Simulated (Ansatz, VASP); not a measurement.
# TiGe2N4 (TiGe2N4 monolayer): VASP beside Ansatz

Wanted: the spread between two codes on one cell, functional and k mesh. Of the first pair: The structure shown is the start of the Ansatz relaxation below; VASP solves that cell, so the two are compared at the walk's first step.

Program: Ansatz 0.2.0. Level of theory: plane waves, with VASP 6.6.1 beside it; single point at PBE with D3(BJ). Results are calculated unless marked as measured.

## (1) The structure

The cell holds 7 atoms: 4 N, 2 Ge and 1 Ti. Cell: a = 3.020 Å, b = 3.020 Å, c = 45.602 Å, α = 90.0°, β = 90.0°, γ = 120.0°. Vacuum lies along c.

Coordinates:

```
N Ge Ti
1.0
     3.02000    0.00000    0.00000
    -1.51000    2.61540    0.00000
     0.00000    0.00000   45.60238
N Ge Ti
4 2 1
Direct
  0.00000 0.00000 0.41993
  0.33333 0.66667 0.47317
  0.33333 0.66667 0.52683
  0.00000 0.00000 0.58007
  0.33333 0.66667 0.43282
  0.33333 0.66667 0.56718
  0.00000 0.00000 0.50000
```

## (2) Ansatz: relaxation, PBE with D3(BJ)

Ansatz runs on its PAW soft_1 files.

The two programs are compared at the cell with which this relaxation starts, whose forces are those of its first step.

The input, input.yaml:

```yaml
crystal:
  lattice:
    - [3.02, 0.0, 0.0]
    - [-1.51, 2.6153967194, 0.0]
    - [0.0, 0.0, 45.6023765639]
  atoms:
    - { symbol: "N", position: [0.0, 0.0, 0.4199342544] }
    - { symbol: Ge, position: [0.3333333333, 0.6666666667, 0.4328231468] }
    - { symbol: "N", position: [0.3333333333, 0.6666666667, 0.4731719211] }
    - { symbol: Ti, position: [0.0, 0.0, 0.5] }
    - { symbol: "N", position: [0.3333333333, 0.6666666667, 0.5268280789] }
    - { symbol: Ge, position: [0.3333333333, 0.6666666667, 0.5671768532] }
    - { symbol: "N", position: [0.0, 0.0, 0.5800657456] }
  periodic: [true, true, false]
kpoints:
  mp_grid: { grid: [12, 12, 1] }
hamiltonian:
  xc: pbe
  dispersion: d3bj
  pseudopotentials: { kind: paw, azcp: { folder: soft_1 } }
scf:
  occupations: { method: fermi_dirac, width: 0.05 }
  convergence: { dr2_threshold: 1.0e-09 }
relax:
  f_tol: 0.004
  max_steps: 90
  cell: {}
output:
  write_potential: true
  write_density: true
  volumetric_format: npy
```

The run is started by

```console
$ ansatz run input.yaml --threads 2 --pin off --max-ram 3072MiB --backend cpu --events-out ev --progress --plain --runs-dir out
```

Numbers of over 12 decimals in the logs are rounded to 6 here.

The log of the run:

```text
Warning: relax.cell: scf.convergence.dr2_threshold = 1e-9 eV is looser than the 2.33822619111e-10 eV advised for a relaxation that steers and ends on the stress (1e-10 eV for each atom of the cell: 7, times the square of relax.cell.stress_2d_tol = 0.05 N/m over 17.3 Å (the atoms' height at the walk's start and 5 Å past either face), 2.890e-2 GPa, over a crystal's default 0.05). What an SCF threshold leaves in a stress goes as its square root, and in the free energy as the threshold itself, and one threshold admits the most on a small cell: [figures from the program's tests cut] Set scf.convergence.dr2_threshold to 2.33822619111e-10 eV or tighter. [rest of the remark cut]
Engine: ansatz 0.2.0, aarch64-unknown-linux-gnu
Pseudopotentials: kind: paw
Pseudopotential: N, paw, valence charge 5, recommended cutoff 420 eV (normal), soft_1/N.paw.azcp
Pseudopotential: Ge, paw, valence charge 14, recommended cutoff 420 eV (normal), soft_1/Ge.paw.azcp
Pseudopotential: Ti, paw, valence charge 12, recommended cutoff 420 eV (normal), soft_1/Ti.paw.azcp
Functional definition: PBE
  parameter kappa = 0.804
  parameter beta = 0.066725
  exchange = pbe_x(kappa = kappa, mu = beta*pi^2/3)
  correlation = pbe_c(beta = beta)
Crystal: 7 atoms, lattice volume = 360.190 Å³
Basis set: ecut = 420 eV, 6909 PW (Γ), exchange–correlation on 48×48×640 points (8 copies of the dense FFT grid, shifted against one another)
Bands: 37, of which v1, the nominal top of the filled ones, is band 30 counted from 1 (29 counted from 0)
Symmetry: 12 space group operations
Space group: P-6m2 (ITA 187), of the structure as read, at distance tolerance 7.1e-5 Å
k-points: 19 of 144 (time reversal used)
Non-local potential: N, projectors of the file, l = 0: 2, l = 1: 2, l = 2: 1
Non-local potential: Ge, projectors of the file, l = 0: 2, l = 1: 2, l = 2: 3, l = 3: 1
Non-local potential: Ti, projectors of the file, l = 0: 3, l = 1: 2, l = 2: 3, l = 3: 1
PAW form: soft (Blöchl's): semilocal exchange-correlation on the pseudo side does not see the compensation charge
PAW one-centre angular grid: N, 110 points (default); XC on 64 Gauss nodes
PAW one-centre angular grid: Ge, 590 points (default); XC on 64 Gauss nodes
PAW one-centre angular grid: Ti, 590 points (default); XC on 64 Gauss nodes
Initial density: superposition of atomic densities (neutral atoms: chi_scale 0, normalization atom)
Initial wavefunctions: pseudopotential atomic-orbital guess
Functional: x = pbe(κ = 0.804, μ = 0.219515), c = pbe(β = 0.066725)
SCF iter   1: F=—  HF=-12638.300312 eV  |F-HF|=—  |Δ(HF+E_count)|=         —  Δρ=9.10e-2  dr2=3.45e1  ethr=3.10e-3  ⟨swp⟩=10.6  Hψ=4329  notcnv=0  defer=15
preconditioner: auto → Resta (q_TF=auto, 2.024 Å⁻¹)  ε∞=1.6  [insulator: Δε(μ)=3.399 eV  Ē_g=19.192 eV  σ=0.050 eV  W_gap=1.00  n_scr=28 (ndim 8)  ℏωp=14.9 eV  f_vac=0.760  D(μ)=0.00/eV (n_scr^D=0)  ε∞_Penn≈1.6  vacuum switching on, ρ_ref=2.7e-2 e/Å³]
SCF iter   2: F=—  HF=-12639.053910 eV  |F-HF|=—  |Δ(HF+E_count)|=   7.54e-1  Δρ=1.58e-1  dr2=1.99e2  ethr=3.10e-3  ⟨swp⟩=5.0  Hψ=2293  notcnv=0  defer=39  recentre
preconditioner: auto → LDOS  [metal: Δε(μ)=0.027 eV  Ē_g=15.750 eV  σ=0.050 eV  W_gap=0.13  n_scr=28 (ndim 8)  ℏωp=14.1 eV  f_vac=0.766  D(μ)=6.19/eV (n_scr^D=24)  β→1.0]
SCF iter   3: F=—  HF=-12631.749577 eV  |F-HF|=—  |Δ(HF+E_count)|=    7.30e0  Δρ=4.69e-2  dr2=9.50e0  ethr=3.10e-3  ⟨swp⟩=5.1  Hψ=2307  notcnv=0  defer=19
SCF iter   4: F=—  HF=-12630.507671 eV  |F-HF|=—  |Δ(HF+E_count)|=    1.24e0  Δρ=2.19e-2  dr2=5.27e0  ethr=3.10e-3  ⟨swp⟩=5.1  Hψ=2070  notcnv=0  defer=25
SCF iter   5: F=—  HF=-12629.628775 eV  |F-HF|=—  |Δ(HF+E_count)|=   8.79e-1  Δρ=8.37e-3  dr2=2.75e-1  ethr=3.10e-3  ⟨swp⟩=4.4  Hψ=1546  notcnv=0  defer=35
SCF iter   6: F=—  HF=-12629.602781 eV  |F-HF|=—  |Δ(HF+E_count)|=   2.60e-2  Δρ=3.16e-3  dr2=5.17e-2  ethr=4.59e-4  ⟨swp⟩=3.1  Hψ=1353  notcnv=0  defer=35
SCF iter   7: F=—  HF=-12629.598952 eV  |F-HF|=—  |Δ(HF+E_count)|=   3.83e-3  Δρ=1.01e-3  dr2=4.99e-3  ethr=8.62e-5  ⟨swp⟩=3.4  Hψ=1295  notcnv=0  defer=35
SCF iter   8: F=—  HF=-12629.598583 eV  |F-HF|=—  |Δ(HF+E_count)|=   3.70e-4  Δρ=2.64e-4  dr2=4.27e-4  ethr=8.32e-6  ⟨swp⟩=3.1  Hψ=1438  notcnv=0  defer=35
SCF iter   9: F=—  HF=-12629.598462 eV  |F-HF|=—  |Δ(HF+E_count)|=   1.21e-4  Δρ=9.74e-5  dr2=1.84e-5  ethr=7.11e-7  ⟨swp⟩=3.7  Hψ=1619  notcnv=0  defer=35
[...]
SCF 6 converged in 6 iterations: F = -12629.770998 eV  dr2 = 7.02e-10
relax step   6: F+E_penalty+E_count = -12629.77099779 eV  Δ(F+E_penalty+E_count) = +2.021e-5 eV  max|allowed force component| = 2.844e-4 eV/Å  Δτ_max = 0.0003 Å  P = -0.003 N/m  Ω = 364.243 Å³  energy of the carried Pulay correction = -1.919e-3 eV  fix = [c, alpha, beta]  reactions: c -0.000 N/m  (6 SCF iters, accepted)
Initial wavefunctions: pseudopotential atomic-orbital guess (no wavefunctions were taken with the density)
iter 1 solved again at ethr=9.95e-8 eV; its pass at ethr=3.10e-3 eV (dr2=5.97e-5 eV) is discarded
SCF iter   1: F=—  HF=-12629.771990 eV  |F-HF|=—  |Δ(HF+E_count)|=         —  Δρ=5.54e-5  dr2=5.13e-7  ethr=9.95e-8  ⟨swp⟩=6.4  Hψ=7511  notcnv=0
preconditioner: auto → Resta (q_TF=auto, 2.020 Å⁻¹)  ε∞=1.7  [insulator: Δε(μ)=1.308 eV  Ē_g=17.146 eV  σ=0.050 eV  W_gap=1.00  n_scr=28 (ndim 8)  ℏωp=14.0 eV  f_vac=0.770  D(μ)=0.00/eV (n_scr^D=0)  ε∞_Penn≈1.7  vacuum switching on, ρ_ref=2.1e-2 e/Å³]
SCF iter   2: F=—  HF=-12629.772622 eV  |F-HF|=—  |Δ(HF+E_count)|=   6.33e-4  Δρ=2.87e-5  dr2=4.19e-7  ethr=8.55e-10  ⟨swp⟩=4.2  Hψ=1916  notcnv=0
SCF iter   3: F=—  HF=-12629.772885 eV  |F-HF|=—  |Δ(HF+E_count)|=   2.63e-4  Δρ=1.70e-5  dr2=9.23e-7  ethr=6.98e-10  ⟨swp⟩=2.5  Hψ=1294  notcnv=0
SCF iter   4: F=—  HF=-12629.772985 eV  |F-HF|=—  |Δ(HF+E_count)|=   9.94e-5  Δρ=3.57e-6  dr2=1.66e-8  ethr=6.98e-10  ⟨swp⟩=3.3  Hψ=1248  notcnv=0
SCF iter   5: F=-12629.773004 eV  HF=-12629.773003 eV  |F-HF|=4.44e-7  |Δ(HF+E_count)|=   1.83e-5  Δρ=5.56e-7  dr2=7.06e-10  ethr=1.67e-12  ⟨swp⟩=14.9  Hψ=6937  notcnv=0
SCF 7 converged in 5 iterations: F = -12629.773004 eV  dr2 = 7.06e-10
relax step   7: F+E_penalty+E_count = -12629.77300351 eV  Δ(F+E_penalty+E_count) = -2.006e-3 eV  max|allowed force component| = 1.496e-4 eV/Å  Δτ_max = 0.0000 Å  P = +0.035 N/m  Ω = 364.243 Å³  fix = [c, alpha, beta]  reactions: c +0.000 N/m  stress off target by 3.54e-2 N/m on what of the cell is left free  SCF on the basis re-selected at this cell (its energy is not comparable with the rows above)  (5 SCF iters)
basis re-selected at this cell: Δ(F+E_penalty+E_count) = -2.006e-3 eV, ΔP = +0.039 N/m vs the last step (what re-selecting the basis moved, of the pressure what is left beyond the Pulay correction that the steps carried, after the strain that the cell walked since its last selection, with what the two solves' SCF thresholds leave and, on support functions, any second-order correction that the steps lacked; it is no m [...]
WARN: The output density's exchange-correlation potential varies sharply where the density is thin. Do not read a vacuum level from v_tot or v_xc, or from such a field of the output density. On a cell that repeats whose density bears no net charge and no dipole along the vacuum's axis use v_es (v_loc + v_h of the components); under efield.dipole_correction with no amplitude use v_es + v_field, which holds any externa [...]
SCF converged after 5 iterations
Free energy (F): -12629.773004 eV
Harris-Foulkes:  -12629.773003 eV  (|F-HF|=4.44e-7)
Internal energy: -12629.773003 eV  (E = F + TS)
E sigma→0 (E₀):  -12629.773003 eV
Entropy (-TS):   -0.000001 eV (-0.000 meV/atom)
Fermi energy:    -6.255468 eV
--- Per-component energies (eV) ---
  E_band       = -1396.611984
  E_kinetic    = 979.070600
  E_local      = -347279.922014  (includes V_loc(G=0)·N_el)
  E_nonlocal   = 645.157657
  E_hartree    = 172844.262729
  E_xc         = -496.045890
  E_vxc        = -575.954395  (∫ρ·V_xc dr)
  E_paw        = -5590.085910  (= ΣΔE_a)
  E_vpaw       = -853.501693  (= ΣTr[D̂ρ^β])
  E_aug_tail   = 0.003312  (compensation charges beyond the density's cutoff)
  E_ewald      = 166269.430124
  E_disp       = -1.643610  (pairwise vdW)
  E_smearing   = -0.000001  (= −TS)
  E_closure    = 0.000000  (closes the sum)
  Σ components = -12629.773004   (vs F -12629.773004, Δ=0.00e0)
--- Forces (eV/Å), atoms counted from 1 ---
  atom   1  N      0.00000000    -0.00000000    -0.00014958
  atom   2  Ge     0.00000000     0.00000000     0.00002615
  atom   3  N      0.00000000    -0.00000000    -0.00007954
  atom   4  Ti    -0.00000000    -0.00000000     0.00000000
  atom   5  N     -0.00000000    -0.00000000     0.00007954
  atom   6  Ge     0.00000000     0.00000000    -0.00002615
  atom   7  N     -0.00000000    -0.00000000     0.00014958
  max |Σ_I F_I| component: 1.10e-15 eV/Å
--- 2D stress c σ (N/m, compression-positive) ---
        0.035410      -0.000000       0.000000
       -0.000000       0.035410       0.000000
        0.000000       0.000000       0.000000
  P = ½ c Tr σ = 0.0354 N/m
--- Band table (eV; the first three rows and the last of 19) ---
  k-point 0: bands = [... 26 lower, -8.3987, -7.4543, -7.4543, -7.0592, -5.0042, -3.4858, -3.3274, -2.7864, ... 3 higher]
  k-point 1: bands = [... 26 lower, -8.4679, -7.6346, -7.5605, -6.9042, -4.8021, -3.4249, -3.3269, -2.6505, ... 3 higher]
  k-point 2: bands = [... 26 lower, -8.4421, -7.9481, -7.8293, -6.9268, -4.9004, -3.3479, -3.2375, -2.6689, ... 3 higher]
  k-point 18: bands = [... 26 lower, -9.1631, -8.9038, -7.7178, -7.1616, -5.2209, -4.1069, -2.5356, -2.1181, ... 3 higher]
  the weakly bound empty levels are not read free of the cell's end (no_gap_told)
--- Relaxed structure (6 steps of the walk, 6 accepted, 1 SCFs on fresh bases) ---
  F+E_penalty+E_count = -12629.77300351 eV   max|allowed force component| = 1.496e-4 eV/Å   (the final SCF, on the basis selected at the relaxed cell)
  cell:  # Å, volume = 364.2432 Å³
    - [3.036943, 0, 0]
    - [-1.518472, 2.630070, 0]
    - [0, 0, 45.6023765639]
  atoms:
    - { symbol: N, position: [1.0590236094359164e-17, -5.132388861038226e-17, 0.420038] }
    - { symbol: Ge, position: [0.333333, 0.666667, 0.433720] }
    - { symbol: N, position: [0.333333, 0.666667, 0.474874] }
    - { symbol: Ti, position: [1.0573552618555012e-17, -5.135725556199065e-17, 0.5] }
    - { symbol: N, position: [0.333333, 0.666667, 0.525126] }
    - { symbol: Ge, position: [0.333333, 0.666667, 0.566280] }
    - { symbol: N, position: [1.0556869142750788e-17, -5.1390622513599013e-17, 0.579962] }
```

The column dr2 measures how far the density is from self-consistency, as an energy; F and HF (Harris–Foulkes) agree once it is small.

(Part 1 of 2 ends here.)

[Lines on the potential files, build, host, timing and source positions are cut from VASP's logs without a mark.]

[Logs are printed without paths, hosts, clocks, repeated set-up lines and the standing remarks that a program may print on its own settings, such as how far it seeks lower states.]

[Hosts, paths, dates, database ids (printed as entryN), source tags and the programs' standing remarks are cut or masked in the printed files.]
